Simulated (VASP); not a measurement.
Calculation: LDA (Ceperley-Alder, Perdew-Zunger), VASP's LDA PAW potentials (set 64) (plane waves; VASP).

Input for VASP

### KPOINTS
```
Automatic mesh
0
Gamma
1 1 1
0 0 0
```

### INCAR
```
# general
SYSTEM  = GaAu
PREC    = Accurate
ENCUT   = 300
LREAL   = .False.
LASPH   = .True.

# electronic loop
EDIFF   = 1E-6
NELM    = 100
ALGO    = Normal
LMAXMIX = 6

# smearing
ISMEAR  = 0
SIGMA   = 0.1

# ions
ISIF    = 2

# output
LWAVE   = .False.
LCHARG  = .False.
```

POSCAR:
```
GaAu
1.0
  6.2670000000   0.0000000000   0.0000000000
  0.0000000000   3.4210000000   0.0000000000
  0.0000000000   0.0000000000   6.3970000000
Au Ga
4 4
direct
  0.9900000000   0.7500000000   0.1840000000
  0.0100000000   0.2500000000   0.8160000000
  0.5100000000   0.2500000000   0.6840000000
  0.4900000000   0.7500000000   0.3160000000
  0.8050000000   0.7500000000   0.5900000000
  0.1950000000   0.2500000000   0.4100000000
  0.6950000000   0.2500000000   0.0900000000
  0.3050000000   0.7500000000   0.9100000000
```

POTCAR, in this order: Au Ga_d (LDA.64 set). Program: vasp_std.

The resulting files:

**OSZICAR**
```
       N       E                     dE             d eps       ncg     rms          rms(c)
DAV:   1     0.974157937329E+03    0.97416E+03   -0.29893E+04   114   0.207E+03
DAV:   2     0.106066188176E+03   -0.86809E+03   -0.83225E+03   122   0.580E+02
DAV:   3    -0.373838887835E+02   -0.14345E+03   -0.13196E+03   124   0.173E+02
DAV:   4    -0.440718534676E+02   -0.66880E+01   -0.65849E+01   132   0.427E+01
DAV:   5    -0.443509216106E+02   -0.27907E+00   -0.27835E+00   148   0.865E+00    0.152E+01
DAV:   6    -0.425858914588E+02    0.17650E+01   -0.55396E+00   132   0.116E+01    0.835E+00
DAV:   7    -0.423266441445E+02    0.25925E+00   -0.46377E-01   148   0.429E+00    0.387E+00
DAV:   8    -0.422734774971E+02    0.53167E-01   -0.79735E-02   156   0.140E+00    0.347E-01
DAV:   9    -0.422732370111E+02    0.24049E-03   -0.11935E-02   124   0.951E-01    0.198E-01
DAV:  10    -0.422732254612E+02    0.11550E-04   -0.10618E-03   148   0.229E-01    0.628E-02
DAV:  11    -0.422732205134E+02    0.49478E-05   -0.84749E-05   148   0.547E-02    0.154E-02
DAV:  12    -0.422732187653E+02    0.17482E-05   -0.81125E-06   132   0.165E-02    0.372E-03
DAV:  13    -0.422732187049E+02    0.60367E-07   -0.11146E-06    76   0.834E-03
   1 F= -.42273219E+02 E0= -.42273219E+02  d E =-.182191E-13
```

### OUTCAR
```
------------------------ aborting loop because EDIFF is reached ----------------------------------------
  FORCE on cell =-STRESS in cart. coord.  units (eV):
  Direction    XX          YY          ZZ          XY          YZ          ZX
  --------------------------------------------------------------------------------------
  Total       19.0901457    -57.6554155     17.7828966      0.0000000      0.0000000      0.0000000
  in kB      223.0132704   -673.5371718    207.7418361      0.0000000      0.0000000      0.0000000
  external PRESSURE =     -80.9273551 kB  Pullay stress =       0.0000000 kB
  volume of cell :      137.15
      direct lattice vectors                 reciprocal lattice vectors
     6.267000000  0.000000000  0.000000000     0.159565981  0.000000000  0.000000000
     0.000000000  3.421000000  0.000000000     0.000000000  0.292312189  0.000000000
     0.000000000  0.000000000  6.397000000     0.000000000  0.000000000  0.156323277
 POSITION                                       TOTAL-FORCE (eV/Angst)
 -----------------------------------------------------------------------------------
      6.20433      2.56575      1.17705         0.541061      0.000000      1.201759
      0.06267      0.85525      5.21995        -0.541061      0.000000     -1.201759
      3.19617      0.85525      4.37555        -0.541061      0.000000      1.201759
      3.07083      2.56575      2.02145         0.541061      0.000000     -1.201759
      5.04493      2.56575      3.77423         0.823118      0.000000     -0.296526
      1.22207      0.85525      2.62277        -0.823118     -0.000000      0.296526
      4.35557      0.85525      0.57573        -0.823118      0.000000     -0.296526
      1.91143      2.56575      5.82127         0.823118      0.000000      0.296526
 -----------------------------------------------------------------------------------
    total drift:                                0.000000      0.000000      0.000000
  FREE ENERGIE OF THE ION-ELECTRON SYSTEM (eV)
  ---------------------------------------------------
  free  energy   TOTEN  =       -42.2732187049 eV

  energy  without entropy=      -42.2732187049  energy(sigma->0) =      -42.27321870
```
(Selected blocks of OUTCAR.)

At this cut-off the stress carries a Pulay error, which pulls relaxed volumes low.

The structure comes from a measured GaAu entry of the Crystallography Open Database, whose conditions weren't checked. The cell was not relaxed at this level. The k-mesh is coarse (spacing up to 1.84 per Å, 2π included), so the numbers may not be converged in it. The run is one of a series of settings (KPOINTS 1×1×1 Γ-centred mesh against the base run), some of them coarse on purpose.
